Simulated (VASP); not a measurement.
Here is a VASP 6.6.1 calculation.

File INCAR:

```
SYSTEM = Sn
ALGO = Normal
EDIFF = 1E-7
EDIFFG = -0.005
ENCUT = 600
GGA = PS
IBRION = 2
ISIF = 3
ISMEAR = 0
LASPH = .True.
LCHARG = .False.
LREAL = .False.
LWAVE = .False.
NELM = 80
NSW = 90
PREC = Accurate
SIGMA = 0.03
```

Contents of KPOINTS:

```
k-points
0
Gamma
  12 12 12
  0 0 0
```

Contents of POSCAR:

```
Sn                                      
1.0
   -2.9136480455      2.9136480455      1.5811265831
    2.9136480455     -2.9136480455      1.5811265831
    2.9136480455      2.9136480455     -1.5811265831
  Sn            
     2
Direct
     0.0000000000000000    0.0000000000000000    0.0000000000000000
     0.7500000000000000    0.2500000000000000    0.5000000000000000
```

Potentials or basis: VASP PAW PBE potentials, release 64 (Sn_d).

Launch:

```bash
$ cat potpaw_PBE.64/Sn_d/POTCAR > POTCAR
$ mpirun -np 1 vasp_std > vasp.out
```

(1) Predict the band gap on the k mesh.

Answers

(1) none (metal or under the smearing width).

Caveat: the relaxation stopped at its first step, so nothing moved.
